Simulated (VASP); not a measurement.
Computed with PBEsol GGA, VASP's PBE PAW potentials (set 64) (plane waves; VASP).

VASP input:

**POSCAR**
```
CuZn
1
    2.8524058163     0.0000000000     0.0000000000
    0.0000000000     2.8524058163     0.0000000000
    0.0000000000     0.0000000000     2.8524058163
Zn Cu
1 1
Direct
  0.5000000000   0.5000000000   0.5000000000
  0.0000000000   0.0000000000   0.0000000000
```

INCAR:
```
SYSTEM = CuZn
PREC = Accurate; ENCUT = 500; LREAL = .False.
LASPH = .True.
EDIFF = 1E-6; NELM = 100; ALGO = Normal
LMAXMIX = 4
ISMEAR = 1; SIGMA = 0.1
GGA = PS
IBRION = 2; NSW = 40; ISIF = 3
EDIFFG = -0.02; PSTRESS = 200
LWAVE = .False.; LCHARG = .False.
```

### KPOINTS
```
kpoints
0
Gamma
  13 13 13
```

POTCAR, in this order: Zn Cu (PBE.64 set). Program: vasp_std.

The run wrote:

OSZICAR:
```
       N       E                     dE             d eps       ncg     rms          rms(c)
DAV:   1     0.105299472424E+03    0.10530E+03   -0.11386E+04  2680   0.254E+03
DAV:   2    -0.463656229234E+01   -0.10994E+03   -0.10726E+03  2534   0.325E+02
DAV:   3    -0.743327878497E+01   -0.27967E+01   -0.27894E+01  3150   0.697E+01
DAV:   4    -0.744952403819E+01   -0.16245E-01   -0.16244E-01  2863   0.463E+00
DAV:   5    -0.744973965872E+01   -0.21562E-03   -0.21562E-03  3408   0.580E-01    0.111E+01
DAV:   6    -0.707012762345E+01    0.37961E+00   -0.19958E+01  2763   0.124E+02    0.624E+00
DAV:   7    -0.605576164608E+01    0.10144E+01   -0.44221E+00  2733   0.130E+02    0.270E+00
DAV:   8    -0.605777667455E+01   -0.20150E-02   -0.23296E-01  2966   0.651E+00    0.149E+00
DAV:   9    -0.604584280559E+01    0.11934E-01   -0.18634E-02  3282   0.358E+00    0.108E-01
DAV:  10    -0.604580459718E+01    0.38208E-04   -0.66770E-04  3894   0.408E-01    0.360E-02
DAV:  11    -0.604580485718E+01   -0.26000E-06   -0.39762E-05  3336   0.230E-01    0.887E-03
DAV:  12    -0.604580458721E+01    0.26998E-06   -0.51958E-06  2810   0.658E-02
   1 F= -.31487722E+01 E0= -.31486597E+01  d E =-.314877E+01
       N       E                     dE             d eps       ncg     rms          rms(c)
DAV:   1    -0.105169169977E+02   -0.44711E+01   -0.57153E+01  2520   0.177E+02    0.179E+01
DAV:   2    -0.736909530015E+01    0.31478E+01   -0.36741E+01  2571   0.176E+02    0.724E+00
DAV:   3    -0.590632741610E+01    0.14628E+01   -0.70891E+00  2686   0.172E+02    0.346E+00
DAV:   4    -0.578740986403E+01    0.11892E+00   -0.55804E-01  3759   0.184E+01    0.166E+00
DAV:   5    -0.573402000286E+01    0.53390E-01   -0.22873E-02  4192   0.308E+00    0.195E-01
DAV:   6    -0.573403329618E+01   -0.13293E-04   -0.21051E-03  4196   0.102E+00    0.805E-02
DAV:   7    -0.573404483741E+01   -0.11541E-04   -0.11248E-04  3800   0.182E-01    0.195E-02
DAV:   8    -0.573404086886E+01    0.39685E-05   -0.29873E-05  2878   0.136E-01    0.427E-03
DAV:   9    -0.573404047977E+01    0.38910E-06   -0.91634E-07  1464   0.249E-02
   2 F= -.31295729E+01 E0= -.31297536E+01  d E =0.191993E-01
       N       E                     dE             d eps       ncg     rms          rms(c)
DAV:   1    -0.722159845270E+01   -0.14876E+01   -0.18371E+01  2520   0.113E+02    0.840E+00
DAV:   2    -0.624198606102E+01    0.97961E+00   -0.69621E+00  2534   0.728E+01    0.304E+00
DAV:   3    -0.603125220220E+01    0.21073E+00   -0.15989E+00  2656   0.413E+01    0.253E+00
DAV:   4    -0.596283182423E+01    0.68420E-01   -0.13221E-01  3227   0.133E+01    0.931E-01
DAV:   5    -0.594582282895E+01    0.17009E-01   -0.13083E-02  4142   0.208E+00    0.838E-02
DAV:   6    -0.594572778314E+01    0.95046E-04   -0.10163E-03  3494   0.813E-01    0.235E-02
DAV:   7    -0.594574926995E+01   -0.21487E-04   -0.28704E-05  3905   0.111E-01    0.689E-03
DAV:   8    -0.594575184686E+01   -0.25769E-05   -0.81005E-06  2986   0.659E-02    0.337E-03
DAV:   9    -0.594575145780E+01    0.38906E-06   -0.74963E-07  1316   0.298E-02
   3 F= -.31849311E+01 E0= -.31849987E+01  d E =-.361589E-01
```

### OUTCAR
```
------------------------ aborting loop because EDIFF is reached ----------------------------------------
  FORCE on cell =-STRESS in cart. coord.  units (eV):
  Direction    XX          YY          ZZ          XY          YZ          ZX
  --------------------------------------------------------------------------------------
  Total        2.7526977      2.7526977      2.7526977      0.0000000      0.0000000     -0.0000000
  in kB      199.4115787    199.4115787    199.4115787      0.0000000      0.0000000     -0.0000000
  external PRESSURE =      -0.5884213 kB  Pullay stress =     200.0000000 kB
  volume of cell :       22.12
      direct lattice vectors                 reciprocal lattice vectors
     2.806981685 -0.000000000  0.000000000     0.356254551  0.000000000  0.000000000
    -0.000000000  2.806981685  0.000000000     0.000000000  0.356254551  0.000000000
    -0.000000000 -0.000000000  2.806981685    -0.000000000 -0.000000000  0.356254551
 POSITION                                       TOTAL-FORCE (eV/Angst)
 -----------------------------------------------------------------------------------
      1.40349      1.40349      1.40349        -0.000000     -0.000000      0.000000
      0.00000      0.00000      0.00000         0.000000      0.000000      0.000000
 -----------------------------------------------------------------------------------
    total drift:                                0.000000      0.000000     -0.000000
  FREE ENERGIE OF THE ION-ELECTRON SYSTEM (eV)
  ---------------------------------------------------
  free  energy   TOTEN  =        -5.9457514578 eV

  energy  without entropy=       -5.9459542430  energy(sigma->0) =       -5.94581905
  enthalpy is  TOTEN    =        -3.1849310901 eV   P V=        2.7608203677

 reached required accuracy - stopping structural energy minimisation
```
(Selected blocks of OUTCAR.)

**CONTCAR**
```
CuZn
   1.00000000000000
     2.8069816852485570   -0.0000000000000000    0.0000000000000000
    -0.0000000000000000    2.8069816852485570    0.0000000000000000
    -0.0000000000000000   -0.0000000000000000    2.8069816852485570
  Zn              Cu
     1     1
Direct
     0.5000000000000000    0.5000000000000000    0.5000000000000000
     0.0000000000000000    0.0000000000000000    0.0000000000000000
```

Energy and stress use the plane-wave basis of the starting cell.

The compound is CuZn in the CsCl type structure. This run relaxes it under an external pressure of 20 GPa. Symmetry was kept, so distortions that lower it aren't found. The electron count is odd and the run is not spin-polarised, which forces a metal.
